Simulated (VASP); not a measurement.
Level of theory: PBEsol GGA, VASP's PBE PAW potentials (set 64) (plane waves; VASP 6.6.1).

VASP input:

**INCAR**
```
SYSTEM = Sr(111) slab
PREC = Normal; ENCUT = 400; LREAL = .False.
LASPH = .True.
EDIFF = 1E-5; NELM = 100; NELMIN = 4
ALGO = Normal; LMAXMIX = 4
ISMEAR = 1; SIGMA = 0.1
GGA = PS
IBRION = 2; NSW = 50; ISIF = 2
EDIFFG = -0.03
LWAVE = .True.; LCHARG = .False.
DIPOL = 0.5 0.5 0.5
LDIPOL = .True.; IDIPOL = 3
```

File KPOINTS:
```
Automatic mesh
0
Gamma
8 8 1
0 0 0
```

**POSCAR**
```
Sr(111) slab
1.0
  4.1801291221   0.0000000000   0.0000000000
 -2.0900650472   3.6200978065   0.0000000000
  0.0000000000   0.0000000000  24.8237126922
Sr
3
Cartesian
 -0.0000024142   2.4133997444   8.9987944406
  0.0000000000   0.0000000000  12.4118563461
  2.0900664891   1.2066980621  15.8249182516
```

POTCAR, in this order: Sr_sv (PBE.64 set). Program: vasp_std.

### Question
What does the run give for the energy per atom (σ→0), band gap (on the k-mesh)?

### Answer

```json
{
  "energy per atom (σ→0)": "-1.591 eV/atom",
  "band gap (on the k-mesh)": "none (metal, semimetal or under 0.01 eV)"
}
```

### OSZICAR
```
...
DAV:   4    -0.477266555327E+01   -0.13863E-05   -0.35792E-06   293   0.932E-03
   3 F= -.47726656E+01 E0= -.47724519E+01  d E =-.703603E-03
       N       E                     dE             d eps       ncg     rms          rms(c)
DAV:   1    -0.477218859128E+01    0.47558E-03   -0.80031E-01   380   0.512E+00    0.256E-01
DAV:   2    -0.477339988111E+01   -0.12113E-02   -0.16181E-02   392   0.737E-01    0.826E-02
DAV:   3    -0.477350056179E+01   -0.10068E-03   -0.13401E-03   629   0.132E-01    0.336E-02
DAV:   4    -0.477350947133E+01   -0.89095E-05   -0.16130E-05   421   0.184E-02
   4 F= -.47735095E+01 E0= -.47731599E+01  d E =-.154752E-02
```

The cell is a thin slab with vacuum, built from Sr (fcc): (111) face.
